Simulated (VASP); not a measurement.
# Bi2Pd (Urvantsevite): accuracy against cost in the k-mesh and smearing, part 4 of 4

How sensitive are energy, pressure and forces of Bi2Pd (Urvantsevite) to the k-mesh and smearing? The series runs use LDA. The start is a cell from a database of measured crystal structures.

VASP 6.6.1; LDA; plane waves and PAW (Bi_d, Pd).

Still holding for the runs below: The k-mesh is coarse for a metal.

So far. Step 20 (Smearing: ISMEAR = 1, SIGMA = 0.5): Against the run before the energy at zero width moves by -1.19 meV an atom and the pressure by -0.04 GPa, after 12 cycles in 11 s. The entropy term T·S comes to 2.54 meV an atom in size.

### Step 21. Smearing: ISMEAR = -5

Contents of INCAR:

```
SYSTEM = Bi2Pd
PREC = Accurate
ENCUT = 400
EDIFF = 1E-06
NELM = 100
ISMEAR = -5
SIGMA = 0.05
LREAL = .FALSE.
ALGO = Normal
GGA = CA
NBANDS = 26
LASPH = .TRUE.
LORBIT = 11
LWAVE = .FALSE.
LCHARG = .FALSE.
KPAR = 4
ISIF = 2
```

Contents of POSCAR:

```
Bi2Pd
1.0
    0.0000000000     -3.3620000000      0.0000000000
   -3.3620000000      0.0000000000      0.0000000000
    1.6810000000     -1.6810000000     -6.4915000000
Bi Pd
2 1
Direct
    0.3630000000      0.6370000000      0.2740000000
    0.6370000000      0.3630000000      0.7260000000
    0.0000000000      0.0000000000      0.0000000000
```

Contents of KPOINTS:

```
Automatic mesh
0
Gamma
7 7 7
0 0 0
```

PAW data sets: Bi_d and Pd (PBE family, release 64).

On the command line:

```console
mpirun -np 4 vasp_std
```

The log of the run:

```text
[... set-up lines as in an earlier step ...]
 entering main loop
       N       E                     dE             d eps       ncg     rms          rms(c)
DAV:   1     0.375197485895E+03    0.37520E+03   -0.17850E+04  2098   0.158E+03
DAV:   2     0.157194583023E+02   -0.35948E+03   -0.35275E+03  2100   0.435E+02
DAV:   3    -0.156170345367E+02   -0.31336E+02   -0.30872E+02  2568   0.147E+02
DAV:   4    -0.166338140441E+02   -0.10168E+01   -0.10177E+01  2516   0.278E+01
[...]
DAV:  10    -0.163610476696E+02    0.15874E-03   -0.66735E-04  2270   0.189E-01    0.293E-02
DAV:  11    -0.163610166688E+02    0.31001E-04   -0.76986E-05  2684   0.643E-02    0.589E-03
DAV:  12    -0.163610162156E+02    0.45318E-06   -0.37384E-06  2058   0.130E-02
   1 F= -.16361016E+02 E0= -.16361016E+02  d E =0.000000E+00
 -----------------------------------------------------------------------------
|                                                                             |
|           W    W    AA    RRRRR   N    N  II  N    N   GGGG   !!!           |
|           W    W   A  A   R    R  NN   N  II  NN   N  G    G  !!!           |
|           W    W  A    A  R    R  N N  N  II  N N  N  G       !!!           |
|           W WW W  AAAAAA  RRRRR   N  N N  II  N  N N  G  GGG   !            |
|           WW  WW  A    A  R   R   N   NN  II  N   NN  G    G                |
|           W    W  A    A  R    R  N    N  II  N    N   GGGG   !!!           |
|                                                                             |
|     Tetrahedron method does not include variations of the Fermi             |
|     occupations, so forces and stress will be inaccurate. We suggest        |
|     using a different smearing scheme ISMEAR = 1 or 2 for metals in         |
|     relaxations.                                                            |
|                                                                             |
 -----------------------------------------------------------------------------
```

Elapsed: 11 s, on 4 MPI ranks of Intel Xeon Platinum 8259CL at 2.50GHz (Skylake/Cascade Lake), shared host; peak memory 0.69 GiB.

OUTCAR, selected parts (step 21):

```text
  Total       -1.3629757     -1.3629757     -1.7616842      0.0000000     -0.0000000      0.0000000
  in kB      -29.7617335    -29.7617335    -38.4678713      0.0000000     -0.0000000      0.0000000
  external PRESSURE =     -32.6637794 kB  Pullay stress =       0.0000000 kB

 POSITION                                       TOTAL-FORCE (eV/Angst)
 -----------------------------------------------------------------------------------
     -1.68100     -1.68100     -1.77867         0.000000     -0.000000      0.280128
      0.00000     -3.36200     -4.71283        -0.000000      0.000000     -0.280128
      0.00000      0.00000      0.00000         0.000000      0.000000      0.000000
 -----------------------------------------------------------------------------------
    total drift:                                0.000000     -0.000000     -0.000000

  FREE ENERGIE OF THE ION-ELECTRON SYSTEM (eV)
  ---------------------------------------------------
  free  energy   TOTEN  =       -16.3610162156 eV

  energy  without entropy=      -16.3610162156  energy(sigma->0) =      -16.36101622

[... 2 parts as in an earlier step ...]

[... 1 further part left out ...]
[key lines of the parts left out:]
E-fermi :   8.9123
```

With tetrahedra the forces and stress of a metal are not exact derivatives of the energy.

Against the first of the series the energy at zero width moves by +0.96 meV an atom and the pressure by -0.06 GPa, after 12 cycles in 11 s.

### Step 22. The smearing series as a table

This step: convergence of LDA results with the smearing; plane waves and PAW (VASP 6.6.1).

Derived from the runs above.

One cell and one 7×7×7 mesh. Free energy against width, by row:

```tsv
Fermi-Dirac width σ (eV)	free energy less that at the narrowest width (meV/atom)
0.01	0
0.05	-2.03
0.1	-7.16
0.2	-26.16
0.5	-182.2
```

Differences are taken from the run with ISMEAR = -1, SIGMA = 0.01. Results of the series, by row:

```tsv
setting	status	energy less the reference (meV/atom)	pressure (GPa)	largest force difference (meV/Å)	SCF cycles	wall time (s)
ISMEAR = -1, SIGMA = 0.01	converged	0	-3.209	0	12	11.8
ISMEAR = -1, SIGMA = 0.05	converged	-0.3198	-3.231	2.972	12	12.2
ISMEAR = -1, SIGMA = 0.1	converged	-0.8264	-3.231	11.54	12	11
ISMEAR = -1, SIGMA = 0.2	converged	-0.7037	-3.139	31.06	12	11.8
ISMEAR = -1, SIGMA = 0.5	converged	22.99	-1.878	24.36	12	13.6
ISMEAR = 1, SIGMA = 0.01	converged	0.1056	-3.212	3.763	12	12.8
ISMEAR = 1, SIGMA = 0.05	converged	-0.0774	-3.205	0.888	12	10.4
ISMEAR = 1, SIGMA = 0.1	converged	-0.1442	-3.211	0.051	12	11
ISMEAR = 1, SIGMA = 0.2	converged	-0.3437	-3.239	2.2	12	10.6
ISMEAR = 1, SIGMA = 0.5	converged	-1.53	-3.278	9.79	12	10.6
ISMEAR = -5	converged	0.9633	-3.266	64.19	12	11.2
```

### Step 23. Results

| Item | Value |
| --- | --- |
| k-mesh from which the energy stays within 10 meV/atom of the reference | 6 6 6 |
| k-mesh from which the energy stays within 1 meV/atom of the reference | 8 8 8 |
| k-mesh from which the pressure stays within 0.2 GPa of the reference | 8 8 8 |
| spread of the pressure over the k-mesh | 4.14 GPa |
| spread of the energy over the k-mesh | 413 meV/atom |
| spread of the pressure over the smearing | 1.40 GPa |
| spread of the energy over the smearing | 24.5 meV/atom |

In words: From 8 8 8 on, the energy stays within 1 meV an atom of the reference, at 35 % of its time. The pressure holds within 0.2 GPa from 8 8 8 on. The energy swings above and below the reference, since the sum over k-points is not variational. A metal's Fermi surface slows this convergence. The usual rule keeps the entropy term T·S under 1 meV an atom, which holds up to a width of 0.01 eV for Fermi-Dirac and 0.2 eV for first-order Methfessel-Paxton. That rule is made for Methfessel-Paxton; with the other schemes the zero-width estimate is the energy to use. Farthest in energy from the narrowest smearing lies ISMEAR = -1, SIGMA = 0.5 (+23.0 meV an atom, +1.33 GPa, 24.4 meV/Å in forces). On a fixed mesh a narrow width is not the exact answer for a metal: it samples the Fermi surface more noisily. Differences are taken from the run with 13 13 13, which is itself not the exact limit. The runs at 2 2 2; 3 3 3; 4 4 4 are over 30 meV an atom or 2 GPa off and describe the material poorly.

[Lines on the potential files, build, host, timing and source positions are cut from VASP's logs without a mark.]

[Logs are printed without paths, hosts, clocks, repeated set-up lines and the standing remarks that a program may print on its own settings, such as how far it seeks lower states.]

[Hosts, paths, dates, database ids (printed as entryN), source tags and the programs' standing remarks are cut or masked in the printed files.]

[A measured line is paired with the nearest computed mode of its activity, which favours agreement.]
